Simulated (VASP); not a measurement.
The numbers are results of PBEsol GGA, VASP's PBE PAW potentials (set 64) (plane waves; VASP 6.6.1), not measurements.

The input files of a VASP run:

INCAR:
```
! general
SYSTEM  = Be3Sb2
PREC    = Accurate
ENCUT   = 300
LREAL   = .FALSE.
LASPH   = .TRUE.

! electronic loop
EDIFF   = 1E-6
NELM    = 100
ALGO    = Normal
LMAXMIX = 4

! smearing
ISMEAR  = 0
SIGMA   = 0.2

! functional
GGA     = PS

! ions
ISIF    = 2

! output
LWAVE   = .FALSE.
LCHARG  = .FALSE.
```

### KPOINTS
```
Automatic mesh
0
Gamma
5 5 3
0 0 0
```

File POSCAR:
```
Be3Sb2
1
    3.9839500000     0.0000000000     0.0000000000
   -1.9919750000     3.4502020000     0.0000000000
    0.0000000000     0.0000000000     6.2075980000
Sb Be
2 3
Direct
  0.3333330000   0.6666670000   0.2467000000
  0.6666670000   0.3333330000   0.7533000000
  0.0000000000   0.0000000000   0.0000000000
  0.3333330000   0.6666670000   0.6470000000
  0.6666670000   0.3333330000   0.3530000000
```

POTCAR, in this order: Sb Be (PBE.64 set). Program: vasp_std.

The run wrote:

**OSZICAR**
```
       N       E                     dE             d eps       ncg     rms          rms(c)
DAV:   1     0.333081556383E+02    0.33308E+02   -0.42028E+03   288   0.697E+02
DAV:   2    -0.162143221402E+02   -0.49522E+02   -0.45303E+02   356   0.132E+02
DAV:   3    -0.189404520288E+02   -0.27261E+01   -0.26328E+01   400   0.351E+01
DAV:   4    -0.189909273135E+02   -0.50475E-01   -0.50174E-01   344   0.491E+00
DAV:   5    -0.189918155543E+02   -0.88824E-03   -0.88750E-03   376   0.658E-01    0.531E+00
DAV:   6    -0.187357764220E+02    0.25604E+00   -0.40572E-01   364   0.403E+00    0.315E+00
DAV:   7    -0.187090853340E+02    0.26691E-01   -0.12428E-01   376   0.212E+00    0.124E+00
DAV:   8    -0.187051506405E+02    0.39347E-02   -0.15055E-02   356   0.807E-01    0.113E-01
DAV:   9    -0.187051311048E+02    0.19536E-04   -0.18405E-03   380   0.330E-01    0.460E-02
DAV:  10    -0.187051422284E+02   -0.11124E-04   -0.22899E-04   356   0.109E-01    0.119E-02
DAV:  11    -0.187051492702E+02   -0.70418E-05   -0.17764E-05   368   0.314E-02    0.565E-03
DAV:  12    -0.187051483691E+02    0.90105E-06   -0.42635E-06   344   0.137E-02
   1 F= -.18705148E+02 E0= -.18686618E+02  d E =-.370598E-01
```

OUTCAR:
```
------------------------ aborting loop because EDIFF is reached ----------------------------------------
  FORCE on cell =-STRESS in cart. coord.  units (eV):
  Direction    XX          YY          ZZ          XY          YZ          ZX
  --------------------------------------------------------------------------------------
  Total        0.5948932      0.5948933      3.6501725     -0.0000000      0.0000000      0.0000000
  in kB       11.1703720     11.1703726     68.5396667     -0.0000000      0.0000000      0.0000000
  external PRESSURE =      30.2934704 kB  Pullay stress =       0.0000000 kB
  volume of cell :       85.33
      direct lattice vectors                 reciprocal lattice vectors
     3.983950000  0.000000000  0.000000000     0.251007166  0.144919051  0.000000000
    -1.991975000  3.450202000  0.000000000     0.000000000  0.289838102  0.000000000
     0.000000000  0.000000000  6.207598000     0.000000000  0.000000000  0.161092906
 POSITION                                       TOTAL-FORCE (eV/Angst)
 -----------------------------------------------------------------------------------
     -0.00000      2.30014      1.53141        -0.000000      0.000000     -0.791465
      1.99198      1.15007      4.67618         0.000000     -0.000000      0.791465
      0.00000      0.00000      0.00000         0.000000      0.000000      0.000000
     -0.00000      2.30014      4.01632         0.000000     -0.000000     -0.529539
      1.99198      1.15007      2.19128         0.000000      0.000000      0.529539
 -----------------------------------------------------------------------------------
    total drift:                               -0.000000     -0.000000      0.000000
  FREE ENERGIE OF THE ION-ELECTRON SYSTEM (eV)
  ---------------------------------------------------
  free  energy   TOTEN  =       -18.7051483691 eV

  energy  without entropy=      -18.6680885417  energy(sigma->0) =      -18.68661846
```
(Selected blocks of OUTCAR.)

### OUTCAR
```
 val. band max:        7.0646018425   @ k =   0.0000   0.0000   0.3333

 cond. band min:       7.1381580479   @ k =   0.0000   0.0000   0.0000


 Fermi energy:         7.0983275685

 k-point     1 :       0.0000    0.0000    0.0000
  band No.  band energies     occupation
      1      -5.2224      2.00000
      2      -2.9026      2.00000
      3       0.3991      2.00000
      4       5.6184      2.00000
      5       5.6184      2.00000
      6       7.1382      0.77822
      7       7.1382      0.77820
      8       7.9224      0.00000
      9       8.8552      0.00000
     10       8.8552      0.00000
     11       9.2317      0.00000
     12      10.2183      0.00000

 k-point     2 :       0.2000    0.0000    0.0000
  band No.  band energies     occupation
      1      -4.8088      2.00000
      2      -2.6028      2.00000
      3       0.8293      2.00000
      4       3.1801      2.00000
      5       4.5353      2.00000
      6       5.2254      2.00000
      7       6.9435      1.72625
      8       7.0467      1.28503
      9       8.1220      0.00000
     10       9.2806      0.00000
     11       9.5013      0.00000
     12      10.4995      0.00000

 k-point     3 :       0.4000   -0.0000    0.0000
  band No.  band energies     occupation
      1      -3.7075      2.00000
      2      -2.2738      2.00000
      3       1.1032      2.00000
      4       1.9921      2.00000
      5       2.6789      2.00000
      6       3.6144      2.00000
      7       4.6937      2.00000
      8       6.1990      2.00000
      9       7.3956      0.03553
     10       9.2111      0.00000
     11       9.2926      0.00000
     12       9.9021      0.00000

 k-point     4 :       0.2000    0.2000    0.0000
  band No.  band energies     occupation
      1      -4.0323      2.00000
      2      -2.2316      2.00000
      3       1.6029      2.00000
      4       1.9871      2.00000
      5       2.3761      2.00000
      6       4.1879      2.00000
...
```

At this cut-off the stress carries a Pulay error, which pulls relaxed volumes low. Unless said otherwise, spin-orbit coupling is left out, though it shifts the bands of the heavy elements here.

The structure was generated: Be3Sb2 was put into an ordered model structure, which need not be its known phase. The cell was not relaxed at this level. The k-mesh is coarse (spacing up to 0.36 per Å, 2π included), so the numbers may not be converged in it. The run is one of a series of settings (GGA = PS against the base run), some of them coarse on purpose.
